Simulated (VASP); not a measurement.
Given:

```yaml
crystal:
  lattice:
    - [0.00000, 2.27315, 2.27315]
    - [2.27315, 0.00000, 2.27315]
    - [2.27315, 2.27315, 0.00000]
  atoms:
    - { symbol: B, position: [0.00000, 0.00000, 0.00000] }
    - { symbol: P, position: [0.25000, 0.25000, 0.25000] }
```

These are PBE GGA, VASP's PBE PAW potentials (set 64) (plane waves; VASP 6.6.1) values and carry that method's errors. Numerical set-up: 520 eV cut-off, 9×9×9 Γ-centred mesh, Gaussian smearing of 0.050 eV, potentials B P.

### Question
What does the run give for the energy per atom (σ→0)?

### Answer

```yaml
energy per atom (σ→0): -6.465 eV/atom
```

Only differences to runs with the same potentials and settings are physical.

The compound is BP in the zinc blende structure. It was relaxed first.
